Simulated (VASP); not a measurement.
A run of VASP 6.6.1:

File INCAR:

```
SYSTEM = Zn3AsN
PREC = Accurate
ENCUT = 520
EDIFF = 1E-6
ISMEAR = -1
SIGMA = 0.15
LREAL = .False.
LASPH = .True.
NELM = 100
ALGO = Normal
ISIF = 2
LWAVE = .False.
LCHARG = .True.
GGA = PE
LELF = .True.
LVHAR = .True.
NBANDS = 31
```

The input KPOINTS:

```
regular mesh
0
Gamma
  8 8 8
  0 0 0
```

POSCAR

```
Zn3AsN
1.0
    4.1734074224      0.0000000000      0.0000000000
    0.0000000000      4.1734074224      0.0000000000
    0.0000000000      0.0000000000      4.1734074224
Zn As N
3 1 1
Direct
    0.0000000000      0.5000000000      0.5000000000
    0.5000000000      0.0000000000      0.5000000000
    0.5000000000      0.5000000000      0.0000000000
    0.0000000000      0.0000000000      0.0000000000
    0.5000000000      0.5000000000      0.5000000000
```

Potentials or basis: VASP PAW PBE potentials, release 64 (Zn, As, N).

Command:

```bash
$ cat potpaw_PBE.64/Zn/POTCAR potpaw_PBE.64/As/POTCAR potpaw_PBE.64/N/POTCAR > POTCAR
$ mpirun -np 1 vasp_std > vasp.out
```

Hardware: 1 thread of Intel(R) Xeon(R) Platinum 8488C (Sapphire Rapids), on a shared host.

Q: How long does it take, and how much memory?

A: Wall time 54 s on 1 thread of Intel(R) Xeon(R) Platinum 8488C (Sapphire Rapids), on a shared host, peak memory 0.21 GiB. Counts: scf iterations 15, k points 35.
